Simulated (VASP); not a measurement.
# EuCd2P2: structure and properties in VASP

What structure does EuCd2P2 take at this level, and what are its properties? The steps: relaxing cell and atoms (r2SCAN + U), density, ELF and potential (r2SCAN + U), bands along the symmetry lines (r2SCAN + U), density of states (r2SCAN + U) and zone-centre phonons (r2SCAN + U). The start is a computed cell from the Materials Project.

Method: r2SCAN, DFT+U (Eu f 5 eV), spin-polarised from a ferromagnetic start (one magnetic atom a cell); plane waves and PAW (Eu, Cd, P), in the first sound run; inputs show where later runs differ, in VASP 6.6.1.

Report form: the programs' logs are mostly left out.

## 1. The starting structure

Before any relaxation, the start is as follows. Symmetry: P-3m1, No. 164, trigonal system. The conventional cell has a = 4.340 Å, b = 4.340 Å, c = 7.133 Å, α = 90.00°, β = 90.00°, γ = 120.00°. Eu has 6 P at 3.06 Å nearest. Nearest to Cd lie 4 P at 2.64 to 2.79 Å. P has 4 Cd at 2.64 to 2.79 Å and 3 Eu at 3.06 Å nearest. Farther neighbours are not listed.

As a file:

```cif
data_structure
_symmetry_space_group_name_H-M 'P-3m1'
_symmetry_Int_Tables_number 164
_cell_length_a 4.3397
_cell_length_b 4.3397
_cell_length_c 7.1326
_cell_angle_alpha 90.000
_cell_angle_beta 90.000
_cell_angle_gamma 120.000
_cell_volume 116.33
loop_
_atom_site_label
_atom_site_type_symbol
_atom_site_symmetry_multiplicity
_atom_site_Wyckoff_symbol
_atom_site_fract_x
_atom_site_fract_y
_atom_site_fract_z
_atom_site_occupancy
Eu1 Eu 1 a 0.00000 0.00000 0.00000 1
Cd1 Cd 2 d 0.66667 0.33333 0.36159 1
P1 P 2 d 0.66667 0.33333 0.75297 1
```

## 2. Relaxing cell and atoms (r2SCAN + U)

The start need not lie at this functional's minimum. ISIF = 3 frees volume, shape and positions, and EDIFFG sets the threshold on forces and stress at which the search stops. r2SCAN adds the kinetic-energy density, costs more than a GGA and is run with LASPH. A Hubbard U penalises fractional filling of the localised shell, which semilocal functionals favour.

INCAR reads:

```
SYSTEM = EuCd2P2
PREC = Accurate
ENCUT = 450
EDIFF = 1E-06
NELM = 150
ISMEAR = 0
SIGMA = 0.05
LREAL = .FALSE.
ALGO = Normal
METAGGA = R2SCAN
LASPH = .TRUE.
NBANDS = 34
ISPIN = 2
MAGMOM = 7 0 0 0 0
LDAU = .TRUE.
LDAUTYPE = 2
LDAUL = 3 -1 -1
LDAUU = 5 0 0
LDAUJ = 0 0 0
LDAUPRINT = 1
LMAXMIX = 6
AMIX = 0.2
BMIX = 1E-04
AMIX_MAG = 0.8
BMIX_MAG = 1E-04
LORBIT = 11
LWAVE = .FALSE.
LCHARG = .FALSE.
KPAR = 4
IBRION = 2
NSW = 60
ISIF = 3
EDIFFG = -0.01
```

POSCAR reads:

```
EuCd2P2
1.0
    4.3397285508      0.0000000000      0.0000000000
   -2.1698642754      3.7583151705      0.0000000000
    0.0000000000      0.0000000000      7.1326169200
Eu Cd P
1 2 2
Direct
    0.0000000000      0.0000000000      0.0000000000
    0.6666666700      0.3333333300      0.3615911800
    0.3333333300      0.6666666700      0.6384088200
    0.6666666700      0.3333333300      0.7529723400
    0.3333333300      0.6666666700      0.2470276600
```

KPOINTS reads:

```
Automatic mesh
0
Gamma
7 7 4
0 0 0
```

The projector-augmented-wave data sets are Eu, Cd and P (PBE family, release 64).

Launch:

```sh
$ mpirun -np 4 vasp_std
```

Elapsed: 59 min, on 4 MPI ranks of AMD EPYC 7R43, shared host; peak memory 1.4 GiB; 3.9 h of CPU time.

The cell holds one magnetic atom, so no antiferromagnetic order fits into it. Experiment finds antiferromagnetic order in this phase (below 11 K, arxiv:2203.12739), so this ferromagnetic run describes another state. The gap is read on the k-mesh alone, so it is an upper bound where the band edges lie off the mesh. The PAW data sets were made with PBE, which is usual practice but a small mismatch for other functionals. The run keeps the 12 symmetry operations of its start, so it cannot find a distortion of lower symmetry.

Relaxation path (22 of 34):

| step | energy less that of the first step (eV) | largest force (eV/Å) | pressure (GPa) | volume (Å³) |
| --- | --- | --- | --- | --- |
| 1 | 0.0000 | 0.1157 | 0.45 | 116.33 |
| 3 | -0.0027 | 0.1038 | -0.21 | 117.54 |
| 4 | -0.0044 | 0.0529 | -0.08 | 117.46 |
| 6 | -0.0050 | 0.0158 | 0.06 | 117.38 |
| 7 | -0.0048 | 0.0229 | -0.01 | 117.41 |
| 9 | -0.0050 | 0.0170 | 0.02 | 117.38 |
| 10 | -0.0050 | 0.0132 | 0.02 | 117.45 |
| 12 | -0.0050 | 0.0076 | -0.13 | 117.53 |
| 14 | -0.0050 | 0.0118 | -0.13 | 117.46 |
| 15 | -0.0050 | 0.0119 | -0.08 | 117.46 |
| 17 | -0.0048 | 0.0097 | 0.16 | 117.15 |
| 18 | -0.0049 | 0.0087 | 0.14 | 117.25 |
| 20 | -0.0050 | 0.0109 | 0.07 | 117.35 |
| 21 | -0.0050 | 0.0137 | 0.11 | 117.35 |
| 23 | -0.0050 | 0.0127 | 0.11 | 117.37 |
| 25 | -0.0050 | 0.0154 | 0.08 | 117.38 |
| 26 | -0.0050 | 0.0101 | -0.01 | 117.46 |
| 28 | -0.0050 | 0.0113 | -0.05 | 117.43 |
| 29 | -0.0050 | 0.0111 | -0.07 | 117.40 |
| 31 | -0.0050 | 0.0119 | -0.04 | 117.39 |
| 32 | -0.0050 | 0.0125 | -0.02 | 117.38 |
| 34 | -0.0050 | 0.0078 | 0.01 | 117.37 |

| conventional cell, symmetrised | before | after | change |
| --- | --- | --- | --- |
| a (Å) | 4.340 | 4.341 | +0.0 % |
| b (Å) | 4.340 | 4.341 | +0.0 % |
| c (Å) | 7.133 | 7.193 | +0.8 % |
| volume (Å³/atom) | 23.27 | 23.47 | +0.9 % |

The atoms that moved most (Å, as changes of fractional coordinates times the final cell):

| atom | dx | dy | dz | length |
| --- | --- | --- | --- | --- |
| P4 | 0.000 | 0.000 | -0.021 | 0.021 |
| P5 | 0.000 | 0.000 | 0.021 | 0.021 |
| Cd3 | 0.000 | 0.000 | -0.009 | 0.009 |
| Cd2 | 0.000 | 0.000 | 0.009 | 0.009 |

The relaxed structure:

```xyz
5
Lattice="4.3408 0.0000 0.0000 -2.1704 3.7592 0.0000 0.0000 0.0000 7.1929" Properties=species:S:1:pos:R:3 pbc="T T T"
Eu    0.0000    0.0000    0.0000
Cd    2.1704    1.2531    2.6099
Cd    0.0000    2.5062    4.5830
P     2.1704    1.2531    5.3950
P     0.0000    2.5062    1.7979
```

This step gave:

```
electrons                                         : 51
bands                                             : 34
irreducible k-points                              : 28
symmetry operations                               : 12
free energy (TOTEN)                               : -101.0112 eV
Fermi energy                                      : 3.926 eV
pressure                                          : 0.007451 GPa
moment of the cell, from the last line of the log : 7 μB
metallic                                          : no
valence top at k                                  : 0, 0, 0
conduction bottom at k                            : 0, 0, 0
least direct gap at k                             : 0, 0, 0
SCF cycles over all ionic steps                   : 206
gap on the k-mesh                                 : 0.7539 eV
least direct gap on the k-mesh                    : 0.7539 eV
```

Spin moment in the PAW sphere by atom:

| atom | spin moment in the PAW sphere (μB) |
| --- | --- |
| Eu1 | 6.64 |
| Cd2 | -0.01 |
| Cd3 | -0.01 |
| P4 | -0.03 |
| P5 | -0.03 |

It ends with a largest force of 0.008 eV/Å and a pressure of 0.01 GPa.

## 3. Density, ELF and potential (r2SCAN + U)

A single point on the relaxed cell gives a clean self-consistent state, with density, ELF and potential written out.

Edit INCAR of step 2 so:

```diff
@@ -27,7 +27,5 @@
 LWAVE = .FALSE.
-LCHARG = .FALSE.
-KPAR = 4
-IBRION = 2
-NSW = 60
-ISIF = 3
-EDIFFG = -0.01
+LCHARG = .TRUE.
+ISIF = 2
+LELF = .TRUE.
+LVHAR = .TRUE.
```

POSCAR reads:

```
EuCd2P2
1.0
    4.3407983975      0.0000000000      0.0000000000
   -2.1703991988      3.7592416850      0.0000000000
    0.0000000000      0.0000000000      7.1929162865
Eu Cd P
1 2 2
Direct
    0.0000000000      0.0000000000      0.0000000000
    0.6666666700      0.3333333300      0.3628390541
    0.3333333300      0.6666666700      0.6371609459
    0.6666666700      0.3333333300      0.7500493522
    0.3333333300      0.6666666700      0.2499506478
```

KPOINTS is that of step 2.

Launch:

```sh
$ mpirun -np 4 vasp_std
```

The job ended after 4.9 min (4 MPI ranks; peak memory 0.73 GiB; 20 min of CPU time).

With spin, VASP writes an ELF for each channel.

This step gave:

```
SCF cycles                     : 18
bands                          : 36
free energy (TOTEN)            : -101.0129 eV
Fermi energy                   : 3.931 eV
pressure                       : 0.06947 GPa
gap on the k-mesh              : 0.7543 eV
least direct gap on the k-mesh : 0.7543 eV
```

Valence electrons inside each PAW sphere by angular momentum. Sphere charges, by row:

| atom | s (e) | p (e) | d (e) | f (e) | tot (e) |
| --- | --- | --- | --- | --- | --- |
| Eu1 | 2.036 | 5.818 | 0.248 | 6.829 | 14.93 |
| Cd2 | 0.449 | 0.346 | 9.535 | 0 | 10.33 |
| Cd3 | 0.449 | 0.346 | 9.535 | 0 | 10.33 |
| P4 | 1.018 | 1.502 | 0 | 0 | 2.52 |
| P5 | 1.018 | 1.502 | 0 | 0 | 2.52 |

Spin density in the ac plane at fractional y = 0.333, with atoms of Cd and P within 0.2 Å of it.

Ten even steps from '0' (-1.62 × 1e-2 e/Å³) to '9' (2.84 × 1e-2 e/Å³), each cell a mean:
```
67886544333445
56765543323345
55555443101234
44444432000134
44444332122123
33333322243223
33333322233223
33333322333223
33333333333333
33333333333333
33333333333333
33333333333333
33333333333333
33333333333333
33333333333333
33333333333333
33333333333333
34444333333333
44544433333334
45555444333344
56765444444444
67886544444445
68987544444445
```
Columns run along a (4.3 Å), rows up along c (7.2 Å). Atoms in or near the plane, at fractional coordinates: Cd at (0.67, 0.36), P at (0.67, 0.75).

Electrostatic potential energy in the ac plane at fractional y = 0.333, with atoms of Cd and P within 0.2 Å of it. With pseudopotentials it is smooth inside the atoms' cores, unlike the true potential.

Ten even steps from '0' (-59 eV) to '9' (2 eV), each cell a mean:
```
98889999999999
99999999999999
99999999878999
99999997423699
99999984000289
99999983000179
99999984000389
99999997534799
99999999888999
99999999999999
99999999989999
99999998878899
99999987777789
99999987777789
99999987777779
99999987777789
99999998777789
99999998888899
99999999999999
99999999999999
99999999999999
99899999999999
98889999999999
```
Columns run along a (4.3 Å; values clipped at the 3rd and 97th percentile), rows up along c (7.2 Å). Atoms in or near the plane, at fractional coordinates: Cd at (0.67, 0.36), P at (0.67, 0.75).

Valence density in the ac plane at fractional y = 0.333, with atoms of Cd and P within 0.2 Å of it. It is the smooth field of the valence electrons, not physical close to the nuclei.

Values in e/Å³, 23 rows by 14 columns, each cell a mean:
```
 0.1  0.2  0.2  0.2  0.1  0.1  0.1  0.1  0.1  0.1  0.1  0.1  0.1  0.1
 0.1  0.1  0.1  0.1  0.1  0.1  0.1  0.2  0.2  0.3  0.2  0.2  0.1  0.1
 0.1  0.1  0.1  0.1  0.1  0.1  0.2  0.4  0.5  0.5  0.5  0.4  0.2  0.2
 0.1  0.1  0.1  0.1  0.1  0.2  0.3  0.6  0.7  0.7  0.7  0.6  0.4  0.2
 0.2  0.1  0.1  0.1  0.1  0.2  0.4  0.7  0.5  0.2  0.4  0.7  0.5  0.3
 0.2  0.1  0.1  0.1  0.2  0.3  0.5  0.7  0.3 -0.2  0.1  0.6  0.6  0.3
 0.2  0.2  0.1  0.2  0.2  0.3  0.4  0.7  0.5  0.3  0.4  0.7  0.5  0.3
 0.2  0.2  0.2  0.2  0.2  0.2  0.3  0.5  0.6  0.7  0.6  0.6  0.4  0.2
 0.1  0.2  0.2  0.2  0.2  0.2  0.2  0.3  0.4  0.5  0.5  0.4  0.3  0.2
 0.1  0.1  0.1  0.1  0.1  0.1  0.1  0.2  0.3  0.3  0.3  0.2  0.2  0.1
 0.1  0.1  0.1  0.1  0.1  0.1  0.1  0.2  0.3  0.3  0.3  0.2  0.1  0.1
 0.1  0.1  0.1  0.1  0.1  0.1  0.2  0.4  0.6  0.9  0.8  0.4  0.2  0.1
 0.1  0.1  0.1  0.1  0.1  0.1  0.3  1.0  2.4  3.5  2.8  1.4  0.4  0.2
 0.1  0.1  0.1  0.1  0.1  0.2  0.5  2.1  4.9  7.2  5.8  2.8  0.8  0.2
 0.2  0.1  0.1  0.1  0.2  0.2  0.6  2.6  6.0  8.8  7.1  3.4  0.9  0.3
 0.2  0.2  0.2  0.2  0.2  0.2  0.4  1.8  4.2  6.2  5.0  2.4  0.7  0.3
 0.2  0.2  0.2  0.2  0.2  0.2  0.3  0.7  1.5  2.2  1.8  0.9  0.3  0.2
 0.2  0.2  0.2  0.2  0.2  0.2  0.2  0.3  0.4  0.6  0.5  0.3  0.2  0.2
 0.2  0.2  0.2  0.2  0.2  0.1  0.1  0.1  0.1  0.2  0.1  0.1  0.1  0.1
 0.1  0.2  0.2  0.2  0.1  0.1  0.1  0.1  0.1  0.1  0.1  0.1  0.1  0.1
 0.1  0.1  0.2  0.2  0.1  0.1  0.1  0.0  0.0  0.0  0.0  0.0  0.1  0.1
 0.1  0.2  0.2  0.2  0.1  0.1  0.1  0.0  0.0  0.0  0.0  0.0  0.0  0.1
 0.1  0.2  0.2  0.2  0.1  0.1  0.1  0.1  0.1  0.1  0.1  0.1  0.1  0.1
```
Columns run along a (4.3 Å), rows up along c (7.2 Å). Atoms in or near the plane, at fractional coordinates: Cd at (0.67, 0.36), P at (0.67, 0.75).

In this run the pressure is 0.07 GPa, small enough to go on.

## 4. Bands along the symmetry lines (r2SCAN + U)

This step: r2SCAN, DFT+U (Eu f 5 eV), spin-polarised from a ferromagnetic start; plane waves and PAW (Eu, Cd, P) (VASP 6.6.1).

Levels along the symmetry lines show where the bands peak and cross; KPOINTS_OPT computes them in the converged potential.

Edit INCAR of step 3 so:

```diff
@@ -11,5 +11,5 @@
 LASPH = .TRUE.
-NBANDS = 34
+NBANDS = 43
 ISPIN = 2
-MAGMOM = 7 0 0 0 0
+MAGMOM = 6.642 -0.006 -0.006 -0.027 -0.027
 LDAU = .TRUE.
@@ -27,5 +27,3 @@
 LWAVE = .FALSE.
-LCHARG = .TRUE.
-ISIF = 2
-LELF = .TRUE.
-LVHAR = .TRUE.
+LCHARG = .FALSE.
+KPAR = 4
```

POSCAR is that of step 3.

KPOINTS is that of step 3.

KPOINTS_OPT reads:

```
Line mode
16
Line-mode
Reciprocal
  0.00000000   0.00000000   0.00000000 GAMMA
  0.50000000   0.00000000   0.00000000 M

  0.50000000   0.00000000   0.00000000 M
  0.33333333   0.33333333   0.00000000 K

  0.33333333   0.33333333   0.00000000 K
  0.00000000   0.00000000   0.00000000 GAMMA

  0.00000000   0.00000000   0.00000000 GAMMA
  0.00000000   0.00000000   0.50000000 A

  0.00000000   0.00000000   0.50000000 A
  0.50000000   0.00000000   0.50000000 L

  0.50000000   0.00000000   0.50000000 L
  0.33333333   0.33333333   0.50000000 H

  0.33333333   0.33333333   0.50000000 H
  0.00000000   0.00000000   0.50000000 A

  0.50000000   0.00000000   0.50000000 L
  0.50000000   0.00000000   0.00000000 M

  0.33333333   0.33333333   0.00000000 K
  0.33333333   0.33333333   0.50000000 H
```

Launch:

```sh
$ mpirun -np 4 vasp_std
```

Elapsed: 22 min, on 4 MPI ranks; peak memory 1.9 GiB; 87 min of CPU time.

Spin-orbit coupling is off here; with elements this heavy it splits and shifts levels by tenths of an eV or more.

This step gave:

| Quantity | Value |
| --- | --- |
| SCF cycles | 17 |
| bands | 43 |
| Fermi energy | 3.936 eV |
| pressure | 0.07562 GPa |
| least gap on mesh and path | 0.7535 eV |
| least direct gap on mesh and path | 0.7536 eV |

Spin up. Electronic bands along the path, in eV, zero at the valence-band top; v1 is the highest filled band, c1 the lowest empty one:

| point | v4 | v3 | v2 | v1 | c1 | c2 | c3 | c4 |
| --- | --- | --- | --- | --- | --- | --- | --- | --- |
| Γ | -0.87 | -0.01 | -0.01 | 0.00 | 0.75 | 0.99 | 2.03 | 2.44 |
| 0.47 of the way | -0.86 | -0.85 | -0.62 | -0.61 | 1.44 | 1.84 | 3.21 | 3.47 |
| M | -0.91 | -0.91 | -0.85 | -0.78 | 0.85 | 2.76 | 2.80 | 4.82 |
| 0.47 of the way | -0.91 | -0.90 | -0.87 | -0.85 | 1.87 | 2.64 | 2.85 | 3.90 |
| K | -0.92 | -0.90 | -0.90 | -0.86 | 2.77 | 2.80 | 2.80 | 3.62 |
| 0.47 of the way | -0.89 | -0.88 | -0.85 | -0.63 | 1.77 | 2.47 | 2.80 | 3.73 |
| Γ | -0.87 | -0.01 | -0.01 | 0.00 | 0.75 | 0.99 | 2.03 | 2.44 |
| 0.47 of the way | -0.87 | -0.63 | -0.19 | -0.19 | 0.88 | 1.54 | 2.48 | 2.50 |
| A | -0.87 | -0.84 | -0.41 | -0.41 | 0.79 | 1.87 | 2.48 | 2.48 |
| 0.47 of the way | -0.88 | -0.85 | -0.81 | -0.62 | 1.51 | 2.17 | 2.61 | 3.23 |
| L | -0.91 | -0.89 | -0.61 | -0.58 | 0.98 | 2.02 | 2.03 | 2.89 |
| 0.47 of the way | -0.91 | -0.88 | -0.82 | -0.72 | 1.41 | 2.55 | 2.71 | 2.90 |
| H | -0.91 | -0.87 | -0.87 | -0.87 | 2.14 | 2.14 | 3.64 | 4.06 |
| 0.47 of the way | -0.86 | -0.84 | -0.83 | -0.80 | 1.87 | 2.05 | 2.80 | 3.06 |
| A | -0.87 | -0.84 | -0.41 | -0.41 | 0.79 | 1.87 | 2.48 | 2.48 |
| jump to L | -0.91 | -0.89 | -0.61 | -0.58 | 0.98 | 2.02 | 2.03 | 2.89 |
| 0.47 of the way | -0.91 | -0.89 | -0.78 | -0.70 | 0.97 | 2.10 | 2.78 | 3.25 |
| M | -0.91 | -0.91 | -0.85 | -0.78 | 0.85 | 2.76 | 2.80 | 4.82 |
| jump to K | -0.92 | -0.90 | -0.90 | -0.86 | 2.77 | 2.80 | 2.80 | 3.62 |
| 0.47 of the way | -0.92 | -0.89 | -0.89 | -0.86 | 2.47 | 2.47 | 3.11 | 3.88 |
| H | -0.91 | -0.87 | -0.87 | -0.87 | 2.14 | 2.14 | 3.64 | 4.06 |

Of the projections kept (Eu, Cd, P), the largest for each band there; the rest of the weight can lie on other orbitals:

| point | v4 | v3 | v2 | v1 | c1 | c2 | c3 | c4 |
| --- | --- | --- | --- | --- | --- | --- | --- | --- |
| Γ | Eu 1.00 | Eu 0.49 | Eu 0.49 | Eu 0.53 | P 0.57 | Cd 0.68 | Eu 0.75 | Eu 0.74 |
| M | Eu 1.00 | Eu 1.00 | Eu 0.99 | Eu 0.97 | Cd 0.47 | P 0.46 | Cd 0.46 | Eu 0.61 |
| K | Eu 1.00 | Eu 0.99 | Eu 0.99 | Eu 1.00 | Eu 0.52 | Cd 0.37 | Cd 0.37 | Eu 0.65 |
| Γ | Eu 1.00 | Eu 0.49 | Eu 0.49 | Eu 0.53 | P 0.57 | Cd 0.68 | Eu 0.75 | Eu 0.74 |
| A | Eu 1.00 | Eu 0.99 | Eu 0.72 | Eu 0.72 | Cd 0.62 | Cd 0.49 | Eu 0.78 | Eu 0.78 |
| L | Eu 1.00 | Eu 1.00 | Eu 0.87 | Eu 0.82 | Eu 0.67 | Cd 0.66 | Cd 0.45 | Cd 0.70 |

(Continued in part 2 of 2.)

[Lines on the potential files, build, host, timing and source positions are cut from VASP's logs without a mark.]

[Logs are printed without paths, hosts, clocks, repeated set-up lines and the standing remarks that a program may print on its own settings, such as how far it seeks lower states.]

[Hosts, paths, dates, database ids (printed as entryN), source tags and the programs' standing remarks are cut or masked in the printed files.]

[A measured line is paired with the nearest computed mode of its activity, which favours agreement.]
